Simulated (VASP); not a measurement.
Input:

```xyz
2
Lattice="1.4378 -2.4903 0.0000 1.4378 2.4903 0.0000 0.0000 0.0000 4.5430" Properties=species:S:1:pos:R:3 pbc="T T T"
Ti     1.4378     0.8301     1.1357
Ti     1.4378    -0.8301     3.4072
```

Calculation: SCAN meta-GGA, VASP's PBE PAW potentials (set 64) (plane waves; VASP). Settings: 520 eV cut-off, 14×14×8 Γ-centred mesh, first-order Methfessel-Paxton smearing of 0.10 eV, potentials Ti_sv.

Give the stress tensor in GPa (positive for a compressed cell).

```
7.53  0.00  0.00
0.00  7.53  0.00
0.00  0.00  7.64
```
The pressure is its mean diagonal, 7.56 GPa.

The compound is Ti in the hcp structure. This cell is one point of a volume scan, at 0.94 of the reference volume.
